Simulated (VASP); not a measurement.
Data:

```
CELL_PARAMETERS angstrom
      0.00000     2.72850     2.72850
      2.72850     0.00000     2.72850
      2.72850     2.72850     0.00000
ATOMIC_POSITIONS crystal
  K  0.00000 0.00000 0.00000
  F  0.50000 0.50000 0.50000
```

The numbers are results of SCAN meta-GGA, VASP's PBE PAW potentials (set 64) (plane waves; VASP), not measurements. Settings: 520 eV cut-off, 8×8×8 Γ-centred mesh, Gaussian smearing of 0.050 eV, potentials K_sv F.

**Question.** Predict the energy per atom (σ→0), pressure, band gap (on the k-mesh) with the smallest direct gap where there is one.

**Answer.** 
```json
{
 "band gap (on the k-mesh)": "6.41 eV",
 "smallest direct gap (on the k-mesh)": "6.41 eV",
 "energy per atom (σ→0)": "-8.832 eV/atom",
 "pressure": "-2.73 GPa"
}
```

The absolute energy has meaning only against runs of the same code, potentials and settings.

The compound is KF in the rock salt structure. The cell was not relaxed at this level. The run is one of a series of settings (GGA removed, LMIXTAU = .TRUE., METAGGA = SCAN against the base run), some of them coarse on purpose.
